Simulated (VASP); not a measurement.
Given:

```
CELL_PARAMETERS angstrom
      2.73390     0.00000     0.00000
     -1.36695     2.36763     0.00000
      0.00000     0.00000     2.64135
ATOMIC_POSITIONS crystal
  V  0.66667 0.33333 0.00000
  N  0.33333 0.66667 0.50000
```

All values below come from PBEsol GGA, VASP's PBE PAW potentials (set 64) (plane waves; VASP). Run with 400 eV cut-off, 18×18×16 Γ-centred mesh, Fermi-Dirac smearing of 0.050 eV, potentials V_sv N.

Question: Give the energies of bands 6 to 12 at the high-symmetry points, in eV from the Fermi level.

Answer: 
| band | Γ | M | K | A | L | H |
|---|---|---|---|---|---|---|
| 6 | -3.50 | -7.59 | -6.29 | -8.16 | -6.49 | -7.29 |
| 7 | -3.50 | -3.83 | -5.60 | -2.64 | -5.79 | -6.17 |
| 8 | -2.85 | -2.42 | -3.78 | -2.64 | -4.63 | -3.50 |
| 9 | -1.58 | -2.18 | 0.43 | -0.17 | 0.04 | -0.24 |
| 10 | 1.83 | 1.42 | 0.53 | -0.17 | 2.48 | 2.61 |
| 11 | 1.83 | 2.61 | 1.29 | 2.20 | 2.90 | 3.00 |
| 12 | 3.48 | 2.71 | 1.89 | 2.91 | 3.58 | 4.26 |

It has no gap at this level: it comes out as a metal or semimetal.

The structure comes from a computed database's VN entry; how it stands against other phases isn't given here. The cell was not relaxed at this level. The run is not spin-polarised, so no magnetic state was tried.
